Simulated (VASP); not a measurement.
# RbGe6 (Im-3m) in VASP: single point with PBE

Aim: the single point of RbGe6 with PBE.

All numbers are computed with VASP 6.6.1; they aren't measurements. Logs are shortened: lines on timing, memory, paths and dates and some standing lists are left out, and cuts for length are marked.

### 1 The structure

The structure is cubic, space group Im-3m (No. 229). Conventional cell: a = 7.198 Å, b = 7.198 Å, c = 7.198 Å, α = 90.00°, β = 90.00°, γ = 90.00°. Rb (site symmetry m-3m) has 24 Ge at 4.02 Å as nearest neighbours. Ge (site symmetry -4m2) has 4 Ge at 2.54 Å as nearest neighbours.

The cell was built by a generator and needn't be a form met in nature.

### 2 Single point, PBE

INCAR

```
ALGO = Fast ; EDIFF = 1E-6
ENCUT = 520 ; GGA = PE
ISIF = 2 ; ISMEAR = 0
LASPH = T ; LCHARG = T
LELF = T ; LREAL = F
LVHAR = T ; LWAVE = F
NBANDS = 56 ; NELM = 100
PREC = Accurate ; SIGMA = 0.1
```

KPOINTS

```
k-points
0
Gamma
  8 8 8
```

POSCAR

```
RbGe6
1.0
   -3.5988839167      3.5988839167      3.5988839167
    3.5988839167     -3.5988839167      3.5988839167
    3.5988839167      3.5988839167     -3.5988839167
Rb Ge
1 6
Direct
    0.0000000000      0.0000000000      0.0000000000
    0.5000000000      0.7500000000      0.2500000000
    0.7500000000      0.2500000000      0.5000000000
    0.7500000000      0.5000000000      0.2500000000
    0.5000000000      0.2500000000      0.7500000000
    0.2500000000      0.7500000000      0.5000000000
    0.2500000000      0.5000000000      0.7500000000
```

Potentials or basis: VASP PAW PBE potentials, release 64 (Rb_sv, Ge_d).

On the command line:

```bash
$ cat potpaw_PBE.64/Rb_sv/POTCAR potpaw_PBE.64/Ge_d/POTCAR > POTCAR
$ mpirun -np 1 vasp_std > vasp.out
```

OUTCAR:

```text
EDIFF = 1E-6
   ENCUT = 520
   GGA = PE
   ISIF = 2
   ISMEAR = 0
   LASPH = T
   LREAL = F
   NELM = 100
   PREC = Accurate

 ion  position               nearest neighbor table
   1  0.000  0.000  0.000-   3 4.02   4 4.02   2 4.02   6 4.02   5 4.02   7 4.02   2 4.02   3 4.02
                             4 4.02   5 4.02   6 4.02   7 4.02   3 4.02   6 4.02   4 4.02   7 4.02
   2  0.500  0.750  0.250-   3 2.54   4 2.54   6 2.54   7 2.54   1 4.02   1 4.02   1 4.02   1 4.02

   3  0.750  0.250  0.500-   4 2.54   5 2.54   7 2.54   2 2.54   1 4.02   1 4.02   1 4.02   1 4.02

   4  0.750  0.500  0.250-   2 2.54   3 2.54   6 2.54   5 2.54   1 4.02   1 4.02   1 4.02   1 4.02

   5  0.500  0.250  0.750-   3 2.54   4 2.54   7 2.54   6 2.54   1 4.02   1 4.02   1 4.02   1 4.02

   6  0.250  0.750  0.500-   2 2.54   5 2.54   7 2.54   4 2.54   1 4.02   1 4.02   1 4.02   1 4.02

   7  0.250  0.500  0.750-   2 2.54   5 2.54   6 2.54   3 2.54   1 4.02   1 4.02   1 4.02   1 4.02

  LATTYP: Found a body centered cubic cell.
 ALAT       =     7.1977678334

  Lattice vectors:

 A1 = (  -3.5988839167,   3.5988839167,   3.5988839167)
 A2 = (   3.5988839167,  -3.5988839167,   3.5988839167)
 A3 = (   3.5988839167,   3.5988839167,  -3.5988839167)

Analysis of symmetry for initial positions (statically):
=====================================================================
 Subroutine PRICEL returns:
 Original cell was already a primitive cell.

 Routine SETGRP: Setting up the symmetry group for a
 body centered cubic supercell.

 Subroutine GETGRP returns: Found 48 space group operations
 (whereof 48 operations were pure point group operations)
 out of a pool of 48 trial point group operations.

The static configuration has the point symmetry O_h .

Analysis of symmetry for dynamics (positions and initial velocities):
=====================================================================
 Subroutine PRICEL returns:
 Original cell was already a primitive cell.

 Routine SETGRP: Setting up the symmetry group for a
 body centered cubic supercell.

 Subroutine GETGRP returns: Found 48 space group operations
 (whereof 48 operations were pure point group operations)
 out of a pool of 48 trial point group operations.

The dynamic configuration has the point symmetry O_h .

 Subroutine INISYM returns: Found 48 space group operations
 (whereof 48 operations are pure point group operations),
 and found     1 'primitive' translations

----------------------------------------------------------------------------------------

                                     Primitive cell

  volume of cell :     186.4505

  direct lattice vectors                    reciprocal lattice vectors
    -3.598883917  3.598883917  3.598883917     0.000000000  0.138931961  0.138931961
     3.598883917 -3.598883917  3.598883917     0.138931961  0.000000000  0.138931961
     3.598883917  3.598883917 -3.598883917     0.138931961  0.138931961  0.000000000

  length of vectors
     6.233449794  6.233449794  6.233449794     0.196479464  0.196479464  0.196479464

  position of ions in fractional coordinates (direct lattice)
     0.000000000  0.000000000  0.000000000
     0.500000000  0.750000000  0.250000000
     0.750000000  0.250000000  0.500000000
     0.750000000  0.500000000  0.250000000
     0.500000000  0.250000000  0.750000000
     0.250000000  0.750000000  0.500000000
     0.250000000  0.500000000  0.750000000

  ion indices of the primitive-cell ions
   primitive index   ion index
                 1           1
                 2           2
                 3           3
                 4           4
                 5           5
                 6           6
                 7           7

----------------------------------------------------------------------------------------

 KPOINTS: k-points

Automatic generation of k-mesh.
 Grid dimensions read from file:
 generate k-points for:    8    8    8

 Generating k-lattice:

  Cartesian coordinates                     Fractional coordinates (reciprocal lattice)
     0.000000000  0.017366495  0.017366495     0.125000000  0.000000000  0.000000000
     0.017366495  0.000000000  0.017366495     0.000000000  0.125000000  0.000000000
     0.017366495  0.017366495  0.000000000     0.000000000  0.000000000  0.125000000

  Length of vectors
     0.024559933  0.024559933  0.024559933

  Shift w.r.t. Gamma in fractional coordinates (k-lattice)
     0.000000000  0.000000000  0.000000000

 Subroutine IBZKPT returns following result:
 ===========================================

 Found     29 irreducible k-points:

 Following reciprocal coordinates:
            Coordinates               Weight
  0.000000  0.000000  0.000000      1.000000
  0.125000  0.000000  0.000000     12.000000
  0.250000  0.000000  0.000000     12.000000
  0.375000  0.000000  0.000000     12.000000
  0.500000  0.000000  0.000000      6.000000
  0.125000  0.125000  0.000000     24.000000
[... 16 lines left out ...]
 -0.250000  0.250000  0.250000      6.000000
 -0.375000  0.375000  0.250000     24.000000
 [... further k-points ...]
   k-points           NKPTS =     29   k-points in BZ     NKDIM =     29   number of bands    NBANDS=     56
   number of dos      NEDOS =    301   number of ions     NIONS =      7
   total plane-waves  NPLWV = 110592
   dimension x,y,z NGX =    48 NGY =   48 NGZ =   48
   dimension x,y,z NGXF=    96 NGYF=   96 NGZF=   96
   ions per type =               1   6
   NGX,Y,Z   is equivalent  to a cutoff of  12.80, 12.80, 12.80 a.u.
   NGXF,Y,Z  is equivalent  to a cutoff of  25.60, 25.60, 25.60 a.u.
 SYSTEM =  unknown system
   PREC   = accura    normal or accurate (medium, high low for compatibility)
   ISTART =      0    job   : 0-new  1-cont  2-samecut
   ICHARG =      2    charge: 1-file 2-atom 10-const
   ISPIN  =      1    spin polarized calculation?
   LNONCOLLINEAR =      F non collinear calculations
   LSORBIT =      F    spin-orbit coupling
   LASPH  =      T    aspherical Exc in radial PAW
   ENCUT  =  520.0 eV  38.22 Ry    6.18 a.u.  11.59 11.59 11.59*2*pi/ulx,y,z
   NELM   =    100;   NELMIN=  2; NELMDL= -5     # of ELM steps
   EDIFF  = 0.1E-05   stopping-criterion for ELM
   LREAL  =      F    real-space projection
   EDIFFG = 0.1E-04   stopping-criterion for IOM
   NSW    =      0    number of steps for IOM
   IBRION =     -1    ionic relax: 0-MD 1-quasi-New 2-CG
   NFREE  =      0    steps in history (QN), initial steepest desc. (CG)
   ISIF   =      2    stress and relaxation
   ISYM   =      2    0-nonsym 1-usesym 2-fastsym
   POTIM  = 0.5000    time-step for ionic-motion
   TEBEG  =    0.0;   TEEND  =   0.0 temperature during run
   PSTRESS=    0.0 pullay stress
   NELECT =      93.0000    total number of electrons
   NUPDOWN=      -1.0000    fix difference up-down
   EMIN   =  10.00;   EMAX   =-10.00  energy-range for DOS
   EFERMI =   0.00;   METHOD = LEGACY
   ISMEAR =     0;   SIGMA  =   0.10  broadening in eV -4-tet -1-fermi 0-gaus
   EFERMI_NEDOS =   21; number of points for ismear=-14 and -15
   IALGO  =     68    algorithm
   IMIX   =      4    mixing-type and parameters
     AMIX     =   0.40;   BMIX     =  1.00
     AMIX_MAG =   1.60;   BMIX_MAG =  1.00
  volume/ion in A,a.u.               =      26.64       179.75
  Fermi-wavevector in a.u.,A,eV,Ry     =   1.298319  2.453467 22.934408  1.685631
  Thomas-Fermi vector in A             =   2.429655
   LORBIT       =      0    0 simple, 1 ext, 2 COOP (PROOUT), +10 PAW based schemes
   GGA     = PE    functional components
   LHFCALC =     F    Hartree Fock is set to
   AEXX    =    0.0000 exact exchange contribution
   IVDW    =     0    specifies the selected vdW correction
   LEPSILON=     F    determine dielectric tensor
   LRPA    =     F    only Hartree local field effects (RPA)
 non-spin polarized calculation
 RMM-DIIS sequential band-by-band and
 Gauss-broadening in eV      SIGMA  =   0.10
  energy-cutoff  :      520.00
  volume of cell :      186.45
 maximum number of plane-waves:      5042
 NGX is ok and might be reduce to    48
   NGX = 23   NGY = 23   NGZ = 23

 number of electron      92.9999916 magnetization

 Free energy of the ion-electron system (eV)
  ---------------------------------------------------
  ext. energy  EPLUGINS =         0.00000000
  ---------------------------------------------------
  free energy    TOTEN  =       -28.19649783 eV

  energy without entropy =      -28.18304962  energy(sigma->0) =      -28.18977373

 E-fermi :   4.0163     XC(G=0):  -9.2105

 val. band max:        3.9818723155   @ k =   0.5000   0.5000   0.3750
 cond. band min:       4.0328524429   @ k =   0.2500   0.1250  -0.0000
 fundamental gap:      0.0509801274
 Fermi energy:         4.0162650510

 k-point     1 :       0.0000    0.0000    0.0000
  band No.  band energies     occupation
      1     -24.0159      2.00000
      2     -20.9225      2.00000
      3     -20.9225      2.00000
      4     -20.9225      2.00000
      5     -20.9073      2.00000
      6     -20.8920      2.00000
[... 48 lines left out ...]
     55       9.4790      0.00000
     56       9.5458      0.00000

 k-point     2 :       0.1250    0.0000    0.0000
  band No.  band energies     occupation
      1     -24.0159      2.00000
      2     -20.9251      2.00000
      3     -20.9236      2.00000
      4     -20.9201      2.00000
      5     -20.9066      2.00000
      6     -20.8907      2.00000
[... 48 lines left out ...]
     55       8.5928      0.00000
     56       9.1220      0.00000
[... 1237 lines left out ...]
     55       8.2060      0.00000
     56       8.7668      0.00000

 k-point    24 :      -0.3750    0.3750    0.2500
  band No.  band energies     occupation
      1     -24.0157      2.00000
      2     -20.9245      2.00000
      3     -20.9217      2.00000
      4     -20.9116      2.00000
      5     -20.8944      2.00000
      6     -20.8747      2.00000
[... 48 lines left out ...]
     55       8.1724      0.00000
     56       8.2241      0.00000

 [... further k-points ...]

------------------------ aborting loop because EDIFF is reached ----------------------------------------

  FORCE on cell =-STRESS in cart. coord.  units (eV):
  Direction    XX          YY          ZZ          XY          YZ          ZX
  --------------------------------------------------------------------------------------
  -------------------------------------------------------------------------------------
  Total        0.0031707      0.0031707      0.0031707      0.0000000      0.0000000      0.0000000
  in kB        0.0272459      0.0272459      0.0272459      0.0000000      0.0000000      0.0000000
  external PRESSURE =       0.0272459 kB  Pullay stress =       0.0000000 kB

 VOLUME and BASIS-vectors are now :
 -----------------------------------------------------------------------------
  energy-cutoff  :      520.00
  volume of cell :      186.45
      direct lattice vectors                 reciprocal lattice vectors
    -3.598883917  3.598883917  3.598883917     0.000000000  0.138931961  0.138931961
     3.598883917 -3.598883917  3.598883917     0.138931961  0.000000000  0.138931961
     3.598883917  3.598883917 -3.598883917     0.138931961  0.138931961  0.000000000

 POSITION                                       TOTAL-FORCE (eV/Angst)
 -----------------------------------------------------------------------------------
      0.00000      0.00000      0.00000        -0.000000      0.000000     -0.000000
      1.79944      0.00000      3.59888         0.000000     -0.000000      0.000000
      0.00000      3.59888      1.79944        -0.000000     -0.000000      0.000000
      0.00000      1.79944      3.59888        -0.000000     -0.000000      0.000000
      1.79944      3.59888      0.00000         0.000000      0.000000     -0.000000
      3.59888      0.00000      1.79944         0.000000     -0.000000      0.000000
      3.59888      1.79944      0.00000         0.000000      0.000000     -0.000000
 -----------------------------------------------------------------------------------
    total drift:                               -0.000000     -0.000000      0.000000

  FREE ENERGIE OF THE ION-ELECTRON SYSTEM (eV)
  ---------------------------------------------------
  free  energy   TOTEN  =       -28.1964978284 eV

  energy  without entropy=      -28.1830496229  energy(sigma->0) =      -28.18977373
```

It took 23 min on 1 thread of Intel Xeon Platinum 8488C (Sapphire Rapids), shared host; peak memory 0.48 GiB.

What came out:

```
Free energy            : -28.1965 eV
Pressure               : 0.0 GPa
Band gap on the k mesh : none (metal or under the smearing width)
```

Levels at points of the mesh, in eV from the Fermi level:
```
           k point  band 44  band 45  band 46  band 47  band 48  band 49
(0.00, 0.00, 0.00)    -2.35    -2.35    -2.35     0.78     0.78     1.90
(0.50, 0.00, 0.00)    -2.33    -1.69    -1.12     0.09     1.02     1.44
(0.50, 0.50, 0.50)    -1.27    -0.41    -0.41    -0.41    -0.39    -0.39
```
